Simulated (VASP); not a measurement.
Output of a VASP run:

OUTCAR:
```
 ion  position               nearest neighbor table
   1  0.000  0.000  0.000-   3 2.28   3 2.28   3 2.28   2 2.28   3 2.28   2 2.28   2 2.28   2 2.28
  LATTYP: Found a body centered tetragonal cell.
 ALAT       =     3.6995642633
 C/A-ratio  =     1.4357498095
 Subroutine PRICEL returns:
 Original cell was already a primitive cell.
 Subroutine GETGRP returns: Found 16 space group operations
The static configuration has the point symmetry D_4h.
The dynamic configuration has the point symmetry D_4h.
 Subroutine INISYM returns: Found 16 space group operations
 Subroutine IBZKPT returns following result:
 Found    102 irreducible k-points:

 Following reciprocal coordinates:
            Coordinates               Weight
  0.000000  0.000000  0.000000      1.000000
  0.100000  0.000000  0.000000      8.000000
  0.200000  0.000000  0.000000      8.000000
  0.300000  0.000000  0.000000      8.000000
  0.400000  0.000000  0.000000      8.000000
  0.500000  0.000000  0.000000      4.000000
  0.100000  0.100000  0.000000      4.000000
  0.200000  0.100000  0.000000     16.000000
  0.300000  0.100000  0.000000     16.000000
  0.400000  0.100000  0.000000     16.000000
  0.500000  0.100000  0.000000     16.000000
 -0.400000  0.100000 -0.000000     16.000000
 -0.300000  0.100000 -0.000000     16.000000
 -0.200000  0.100000  0.000000     16.000000
 -0.100000  0.100000 -0.000000      8.000000
  0.200000  0.200000  0.000000      4.000000
  0.300000  0.200000  0.000000     16.000000
  0.400000  0.200000  0.000000     16.000000
  0.500000  0.200000  0.000000     16.000000
 -0.400000  0.200000 -0.000000     16.000000
 -0.300000  0.200000 -0.000000     16.000000
 -0.200000  0.200000 -0.000000      8.000000
  0.300000  0.300000  0.000000      4.000000
  0.400000  0.300000  0.000000     16.000000
  0.500000  0.300000  0.000000     16.000000
 -0.400000  0.300000 -0.000000     16.000000
 -0.300000  0.300000 -0.000000      8.000000
  0.400000  0.400000  0.000000      4.000000
  0.500000  0.400000 -0.000000     16.000000
 -0.400000  0.400000 -0.000000      8.000000
  0.500000  0.500000  0.000000      2.000000
  0.100000  0.000000  0.100000      2.000000
  0.200000  0.000000  0.100000      8.000000
  0.300000  0.000000  0.100000      8.000000
  0.400000  0.000000  0.100000      8.000000
  0.500000  0.000000  0.100000      8.000000
 -0.400000  0.000000  0.100000      8.000000
 -0.300000  0.000000  0.100000      8.000000
 -0.200000  0.000000  0.100000      8.000000
 -0.100000  0.000000  0.100000      4.000000
   k-points           NKPTS =    102   k-points in BZ     NKDIM =    102   number of bands    NBANDS=     12
   number of dos      NEDOS =    301   number of ions     NIONS =      3
   total plane-waves  NPLWV =  21952
   dimension x,y,z NGX =    28 NGY =   28 NGZ =   28
   dimension x,y,z NGXF=    56 NGYF=   56 NGZF=   56
   ions per type =               1   2
   PREC   = accura    normal or accurate (medium, high low for compatibility)
   ISTART =      0    job   : 0-new  1-cont  2-samecut
   ICHARG =      2    charge: 1-file 2-atom 10-const
   ISPIN  =      1    spin polarized calculation?
   LNONCOLLINEAR =      F non collinear calculations
   LSORBIT =      F    spin-orbit coupling
   INIWAV =      1    electr: 0-lowe 1-rand  2-diag
   ENCUT  =  480.0 eV  35.28 Ry    5.94 a.u.   6.66  6.61  6.66*2*pi/ulx,y,z
   NELM   =    100;   NELMIN=  2; NELMDL= -5     # of ELM steps
   EDIFF  = 0.1E-06   stopping-criterion for ELM
   LREAL  =      F    real-space projection
   NLSPLINE    = F    spline interpolate recip. space projectors
   LMAXMIX     =    4 max onsite mixed and CHGCAR
   VOSKOWN=      0    Vosko Wilk Nusair interpolation
   EDIFFG = 0.1E-05   stopping-criterion for IOM
   NSW    =      0    number of steps for IOM
   NBLOCK =      1;   KBLOCK =      1    inner block; outer block
   IBRION =     -1    ionic relax: 0-MD 1-quasi-New 2-CG
...
```

File OSZICAR:
```
       N       E                     dE             d eps       ncg     rms          rms(c)
DAV:   1     0.578820713285E+02    0.57882E+02   -0.70183E+03  2464   0.134E+03
DAV:   2    -0.312203609263E+02   -0.89102E+02   -0.83226E+02  2460   0.261E+02
DAV:   3    -0.356007516221E+02   -0.43804E+01   -0.41813E+01  3120   0.674E+01
DAV:   4    -0.357014853028E+02   -0.10073E+00   -0.10027E+00  2944   0.971E+00
DAV:   5    -0.357046431754E+02   -0.31579E-02   -0.31573E-02  3256   0.180E+00    0.166E+01
DAV:   6    -0.365626266616E+02   -0.85798E+00   -0.42860E+01  2812   0.147E+02    0.172E+01
DAV:   7    -0.319579450049E+02    0.46047E+01   -0.15439E+01  3156   0.106E+02    0.476E+00
DAV:   8    -0.320090180190E+02   -0.51073E-01   -0.12934E+00  3660   0.151E+01    0.335E+00
DAV:   9    -0.319818661716E+02    0.27152E-01   -0.36611E-01  2932   0.140E+01    0.712E-01
DAV:  10    -0.319866586512E+02   -0.47925E-02   -0.11647E-02  2744   0.109E+00    0.537E-01
DAV:  11    -0.319847201683E+02    0.19385E-02   -0.44606E-03  3208   0.141E+00    0.837E-02
DAV:  12    -0.319853709364E+02   -0.65077E-03   -0.10648E-03  2616   0.350E-01    0.322E-02
DAV:  13    -0.319856125969E+02   -0.24166E-03   -0.19226E-04  2692   0.167E-01    0.180E-02
DAV:  14    -0.319855902273E+02    0.22370E-04   -0.19534E-05  3080   0.809E-02    0.678E-03
DAV:  15    -0.319856148739E+02   -0.24647E-04   -0.44288E-06  2632   0.283E-02    0.410E-03
DAV:  16    -0.319856052065E+02    0.96674E-05   -0.98606E-07  3152   0.202E-02    0.934E-04
DAV:  17    -0.319856086204E+02   -0.34139E-05   -0.22799E-07  2024   0.115E-02    0.141E-03
DAV:  18    -0.319856047249E+02    0.38955E-05   -0.15415E-07  1440   0.101E-02    0.432E-04
DAV:  19    -0.319856058066E+02   -0.10817E-05   -0.14020E-08  1352   0.235E-03    0.146E-04
DAV:  20    -0.319856057241E+02    0.82446E-07   -0.28648E-09  1332   0.608E-04
   1 F= -.31985606E+02 E0= -.31985626E+02  d E =0.607398E-04
```

File OUTCAR:
```
------------------------ aborting loop because EDIFF is reached ----------------------------------------
  FORCE on cell =-STRESS in cart. coord.  units (eV):
  Direction    XX          YY          ZZ          XY          YZ          ZX
  --------------------------------------------------------------------------------------
  Total        1.6653619      1.2534136      1.6653619      0.0000000      0.0000000      0.0000000
  in kB       73.4038299     55.2464624     73.4038299      0.0000000      0.0000000      0.0000000
  external PRESSURE =      67.3513741 kB  Pullay stress =       0.0000000 kB
  volume of cell :       36.35
      direct lattice vectors                 reciprocal lattice vectors
     0.000000000  2.655824343  2.615986978    -0.191132450  0.188265463  0.191132450
     2.615986978  0.000000000  2.615986978     0.191132450 -0.188265463  0.191132450
     2.615986978  2.655824343  0.000000000     0.191132450  0.188265463 -0.191132450
 POSITION                                       TOTAL-FORCE (eV/Angst)
 -----------------------------------------------------------------------------------
      0.00000      0.00000      0.00000         0.000000      0.000000      0.000000
      1.30799      1.32791      1.30799         0.000000      0.000000      0.000000
      3.92398      3.98374      3.92398        -0.000000     -0.000000     -0.000000
 -----------------------------------------------------------------------------------
    total drift:                               -0.000000     -0.000000      0.000000
  FREE ENERGIE OF THE ION-ELECTRON SYSTEM (eV)
  ---------------------------------------------------
  free  energy   TOTEN  =       -31.9856057241 eV

  energy  without entropy=      -31.9856664639  energy(sigma->0) =      -31.98562597
```
(Selected blocks of OUTCAR.)

**POSCAR**
```
CoSi2
1
    0.0000000000     2.6558243431     2.6159869780
    2.6159869780     0.0000000000     2.6159869780
    2.6159869780     2.6558243431     0.0000000000
Co Si
1 2
Direct
  0.0000000000   0.0000000000   0.0000000000
  0.2500000000   0.2500000000   0.2500000000
  0.7500000000   0.7500000000   0.7500000000
```

Q: Write an INCAR and KPOINTS that could have produced this output.

A: One answer among several that fit: the input of the run itself, r2SCAN meta-GGA, plane waves, VASP's PBE PAW potentials (set 64).

**KPOINTS**
```
Automatic mesh
0
Gamma
10 10 10
0 0 0
```

**INCAR**
```
! general
SYSTEM =CoSi2
PREC   =Accurate
ENCUT  =480   ! plane-wave cut-off (eV)
LREAL  =.FALSE.   ! projection in real space or not
LASPH  =.TRUE.

! electronic loop
EDIFF  =1E-7
NELM   =100   ! most electronic steps
ALGO   =Normal
LMAXMIX=4   ! l cut-off of mixed one-centre charges
LMIXTAU=.TRUE.

! smearing
ISMEAR =1   ! Methfessel-Paxton
SIGMA  =0.1

! functional
METAGGA=R2SCAN

! ions
ISIF   =2

! output
LWAVE  =.FALSE.
LCHARG =.FALSE.
```

POTCAR, in this order: Co Si (PBE.64 set). Program: vasp_std.

The compound is CoSi2 in the fluorite structure. This cell was strained or had an atom moved on purpose. The run is not spin-polarised, so no magnetic state was tried. The electron count is odd and the run is not spin-polarised, which forces a metal.
